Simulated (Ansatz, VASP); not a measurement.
# One calculation of PtCl4, two programs

```
Pt Cl
1.0
     4.84076    0.00000    0.00000
     0.00000    4.84076    0.00000
     0.00000    0.00000    4.84076
Pt Cl
1 4
Direct
  0.50000 0.50000 0.50000
  0.00000 0.00000 0.00000
  0.50000 0.50000 0.00000
  0.50000 0.00000 0.50000
  0.00000 0.50000 0.50000
```

Change from the starting cell: species swapped into the Mn4N type (Pm-3m, No. 221).

Alike in both runs: functional PBE; k mesh 8 × 8 × 8; occupations gaussian, width 0.1 eV; no spin polarisation.

Ansatz relaxed the structure, and its values are those at the end. VASP's run is a single point on that final structure, the one shown.

```csv
,VASP,Ansatz
version,VASP 6.6.1,Ansatz 0.2.0
potentials or method,"VASP PAW PBE potentials, release 64 (Pt, Cl)","scalar-relativistic, plane waves, PAW"
plane-wave cutoff (eV),520,420
valence electrons in the cell,38,46
```

VASP gave:

| Item | Value |
| --- | --- |
| gap on the k mesh at the Fermi level (eV) | none |
| pressure (GPa) | -0.2 |

Problem. Estimate Ansatz's values.

Solution. gap on the k mesh at the Fermi level (eV): none; pressure (GPa): 0.0.

A gap of «none» marks a metal or a gap that the smearing closes. With one functional, cell and mesh, what is left measures potentials, basis and numerics. The two sets of potentials don't hold the same shells in valence.

Spin-orbit coupling is left out, which matters for the levels of Pt.
